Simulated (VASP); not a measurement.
Energy against volume of CsBr (CsCl type). All values below come from PBE GGA, VASP's PBE PAW potentials (set 64) (plane waves; VASP).

```json
[
 {"V (Å³/atom)": "39.786", "E (eV/atom)": "-3.00494"},
 {"V (Å³/atom)": "41.056", "E (eV/atom)": "-3.01033"},
 {"V (Å³/atom)": "42.326", "E (eV/atom)": "-3.01216"},
 {"V (Å³/atom)": "43.595", "E (eV/atom)": "-3.01105"},
 {"V (Å³/atom)": "44.865", "E (eV/atom)": "-3.00748"}
]
```

### Question
Fit a third-order Birch-Murnaghan equation of state.

### Answer

| Item | Value |
|---|---|
| volume per atom | 42.44 Å^3/atom |
| bulk modulus | 122 kbar |
| pressure derivative of the bulk modulus | 5.15 |
| lattice constant a | 4.395 Å |

The compound is CsBr in the CsCl type structure. It was relaxed first, which changed the volume by +8 %.
